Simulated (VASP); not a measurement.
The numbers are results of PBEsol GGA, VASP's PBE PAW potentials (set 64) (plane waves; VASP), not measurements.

The input files of a VASP run:

**POSCAR**
```
Mg(AlC)2
1.0
  3.3469110000   0.0000000000   0.0000000000
 -1.6734550000   2.8985100000   0.0000000000
  0.0000000000   0.0000000000   5.7485940000
Mg Al C
1 2 2
Cart
  0.0000000000   0.0000000000   0.0000000000
  1.6734573401   0.9661690338   2.0120653859
 -0.0000013401   1.9323409662   3.7365286141
 -0.0000013401   1.9323409662   1.5525802675
  1.6734573401   0.9661690338   4.1960137325
```

**KPOINTS**
```
Automatic mesh
0
Gamma
8 8 4
0 0 0
```

**INCAR**
```
! general
SYSTEM  =  Mg(AlC)2
PREC    =  Accurate
ENCUT   =  400
LREAL   =  F
LASPH   =  T

! electronic loop
EDIFF   =  1E-6
NELM    =  100   ! most electronic steps
ALGO    =  Normal   ! blocked Davidson

! smearing
ISMEAR  =  0
SIGMA   =  0.01

! functional
GGA     =  PS   ! PBEsol

! ions
ISIF    =  2   ! forces and stress, cell fixed

! output
LWAVE   =  F
LCHARG  =  F
```

POTCAR, in this order: Mg Al C (PBE.64 set). Program: vasp_std.

### Question
What will the output report for the number of irreducible k-points (NKPTS), largest plane-wave count, number of space-group operations, FFT grid (NGX, NGY, NGZ)?

### Answer

| Property | Value |
|---|---|
| number of irreducible k-points (NKPTS) | 35 |
| largest plane-wave count | 1039 |
| number of space-group operations | 12 |
| FFT grid (NGX, NGY, NGZ) | 24 × 24 × 40 |

The structure comes from a computed database's Al2MgC2 entry (P-3m1); how it stands against other phases isn't given here. The cell was not relaxed at this level.
